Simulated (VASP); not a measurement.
```yaml
crystal:
  lattice:
    - [0.00000, 2.13607, 2.13607]
    - [2.13607, 0.00000, 2.13607]
    - [2.13607, 2.13607, 0.00000]
  atoms:
    - { symbol: Be, position: [0.25000, 0.25000, 0.25000] }
    - { symbol: Be, position: [0.75000, 0.75000, 0.75000] }
    - { symbol: C, position: [0.00000, 0.00000, 0.00000] }
```

All values below come from LDA (Ceperley-Alder, Perdew-Zunger), VASP's LDA PAW potentials (set 64) (plane waves; VASP). Settings: 520 eV cut-off, 8×8×8 Γ-centred mesh, Gaussian smearing of 0.050 eV, potentials Be C.

### Question
Estimate the energy per atom (σ→0), band gap (on the k-mesh) with the smallest direct gap where there is one.

### Answer

| Item | Result |
|---|---|
| band gap (on the k-mesh) | 1.20 eV |
| smallest direct gap (on the k-mesh) | 4.09 eV |
| energy per atom (σ→0) | -6.477 eV/atom |

The absolute energy has meaning only against runs of the same code, potentials and settings.

The compound is Be2C in the antifluorite structure. It was relaxed first. The start is the result of an earlier pass.
